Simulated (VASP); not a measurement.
OSZICAR of a VASP run on AlRu:

### OSZICAR
```
       N       E                     dE             d eps       ncg     rms          rms(c)
DAV:   1     0.348017760339E+03    0.34802E+03   -0.31953E+04  2336   0.101E+03
DAV:   2    -0.418091468779E+02   -0.38983E+03   -0.37690E+03  1880   0.316E+02
DAV:   3    -0.585311612721E+02   -0.16722E+02   -0.16280E+02  2240   0.552E+01
DAV:   4    -0.589435065323E+02   -0.41235E+00   -0.41095E+00  2272   0.819E+00
DAV:   5    -0.589601025531E+02   -0.16596E-01   -0.16588E-01  2584   0.143E+00    0.216E+01
DAV:   6    -0.146489549019E+03   -0.87529E+02   -0.76485E+02  2912   0.920E+01    0.802E+02
DAV:   7    -0.150733764762E+03   -0.42442E+01   -0.10189E+02  2160   0.322E+01    0.896E+02
DAV:   8    -0.153020457253E+03   -0.22867E+01   -0.58598E+00  2336   0.579E+00    0.977E+02
DAV:   9    -0.582187244781E+02    0.94802E+02   -0.14496E+03  2616   0.630E+01    0.368E+01
DAV:  10    -0.563838046930E+02    0.18349E+01   -0.21560E+02  2048   0.503E+01    0.114E+01
DAV:  11    -0.555938542962E+02    0.78995E+00   -0.23743E+01  2136   0.261E+01    0.801E+00
DAV:  12    -0.548391469561E+02    0.75471E+00   -0.66669E+00  2112   0.112E+01    0.497E+00
DAV:  13    -0.553366823495E+02   -0.49754E+00   -0.29444E+00  2080   0.763E+00    0.706E+00
DAV:  14    -0.547664613534E+02    0.57022E+00   -0.89961E+00  2224   0.663E+00    0.569E+00
DAV:  15    -0.545914481222E+02    0.17501E+00   -0.35360E-01  2104   0.337E+00    0.467E+00
DAV:  16    -0.544368575536E+02    0.15459E+00   -0.39800E-01  2096   0.419E+00    0.371E+00
DAV:  17    -0.543024676354E+02    0.13439E+00   -0.43026E-01  2136   0.265E+00    0.288E+00
DAV:  18    -0.542039903134E+02    0.98477E-01   -0.14778E-01  1944   0.176E+00    0.277E+00
DAV:  19    -0.541103457965E+02    0.93645E-01   -0.43806E-02  1984   0.802E-01    0.267E+00
DAV:  20    -0.540355651044E+02    0.74781E-01   -0.66496E-02  2056   0.106E+00    0.273E+00
DAV:  21    -0.539213559420E+02    0.11421E+00   -0.53393E-02  1904   0.820E-01    0.225E+00
DAV:  22    -0.538410136401E+02    0.80342E-01   -0.44068E-02  2032   0.968E-01    0.188E+00
DAV:  23    -0.537898458574E+02    0.51168E-01   -0.42561E-02  2016   0.913E-01    0.154E+00
DAV:  24    -0.537567363046E+02    0.33110E-01   -0.29250E-02  2016   0.573E-01    0.151E+00
DAV:  25    -0.537456438068E+02    0.11092E-01   -0.13569E-02  2112   0.419E-01    0.155E+00
DAV:  26    -0.537409744134E+02    0.46694E-02   -0.24657E-03  2080   0.177E-01    0.160E+00
DAV:  27    -0.537405734005E+02    0.40101E-03   -0.19791E-03  2296   0.152E-01    0.167E+00
DAV:  28    -0.537401622258E+02    0.41117E-03   -0.46954E-04  1992   0.933E-02    0.168E+00
DAV:  29    -0.537395684129E+02    0.59381E-03   -0.42033E-05  1920   0.239E-02    0.170E+00
DAV:  30    -0.537380733794E+02    0.14950E-02   -0.24055E-04  1960   0.513E-02    0.177E+00
DAV:  31    -0.537368335632E+02    0.12398E-02   -0.26534E-04  1824   0.643E-02    0.185E+00
DAV:  32    -0.537360398866E+02    0.79368E-03   -0.34190E-04  1920   0.677E-02    0.191E+00
DAV:  33    -0.537355477661E+02    0.49212E-03   -0.35359E-04  2040   0.754E-02    0.206E+00
DAV:  34    -0.537355227261E+02    0.25040E-04   -0.38490E-05  1976   0.260E-02    0.208E+00
DAV:  35    -0.537351879532E+02    0.33477E-03   -0.10333E-04  1968   0.370E-02    0.216E+00
DAV:  36    -0.537351450071E+02    0.42946E-04   -0.43431E-05  1968   0.216E-02    0.225E+00
DAV:  37    -0.537348621101E+02    0.28290E-03   -0.36066E-05  1744   0.226E-02    0.236E+00
DAV:  38    -0.537345874768E+02    0.27463E-03   -0.56958E-05  1808   0.272E-02    0.253E+00
DAV:  39    -0.537342567039E+02    0.33077E-03   -0.51175E-05  1896   0.273E-02    0.270E+00
DAV:  40    -0.537340244038E+02    0.23230E-03   -0.32511E-05  1912   0.222E-02    0.290E+00
DAV:  41    -0.537339392023E+02    0.85202E-04   -0.92446E-06  1872   0.130E-02    0.303E+00
DAV:  42    -0.537339417234E+02   -0.25211E-05   -0.19613E-06  1360   0.565E-03    0.308E+00
DAV:  43    -0.537339381783E+02    0.35451E-05   -0.14482E-07  1144   0.184E-03    0.308E+00
DAV:  44    -0.537339363338E+02    0.18445E-05   -0.34285E-08  1136   0.763E-04    0.308E+00
DAV:  45    -0.537339323629E+02    0.39709E-05   -0.90052E-08  1080   0.145E-03    0.307E+00
DAV:  46    -0.537337838588E+02    0.14850E-03   -0.18523E-05  1760   0.149E-02    0.297E+00
DAV:  47    -0.537335446131E+02    0.23925E-03   -0.14715E-05  1736   0.136E-02    0.284E+00
DAV:  48    -0.537329896031E+02    0.55501E-03   -0.58294E-05  1712   0.210E-02    0.258E+00
DAV:  49    -0.537326165361E+02    0.37307E-03   -0.46067E-05  1912   0.212E-02    0.235E+00
DAV:  50    -0.537322242754E+02    0.39226E-03   -0.78380E-05  1800   0.250E-02    0.201E+00
DAV:  51    -0.537318185382E+02    0.40574E-03   -0.27457E-03  1752   0.131E-01    0.836E-02
DAV:  52    -0.537318280593E+02   -0.95211E-05   -0.95459E-05  2144   0.390E-02    0.557E-02
DAV:  53    -0.537318481827E+02   -0.20123E-04   -0.93430E-05  1912   0.499E-02    0.237E-02
DAV:  54    -0.537318462118E+02    0.19710E-05   -0.25078E-05  2112   0.219E-02    0.136E-02
DAV:  55    -0.537318502818E+02   -0.40701E-05   -0.39155E-06  1616   0.795E-03    0.760E-03
DAV:  56    -0.537318517166E+02   -0.14347E-05   -0.67205E-06  1568   0.941E-03    0.238E-03
DAV:  57    -0.537318529323E+02   -0.12158E-05   -0.46327E-07  1216   0.303E-03    0.102E-03
DAV:  58    -0.537318532986E+02   -0.36626E-06   -0.90167E-08  1152   0.105E-03
   1 F= -.53731853E+02 E0= -.53734154E+02  d E =0.690112E-02
```

### Question
Which electronic solver shows in the log?

### Answer
It is blocked Davidson (ALGO = Normal, or the opening steps of other solvers). The INCAR had ALGO = Normal.

### Question
Can the final energy be trusted as converged?

### Answer
Self-consistency was reached. It stopped with EDIFF = 1E-6, NELM = 100 (PBE GGA, plane waves, VASP's PBE PAW potentials (set 64)).  The cell holds a wide vacuum, so values per volume refer to the whole cell.

The cell is a sheet with vacuum, built from a generated structure.
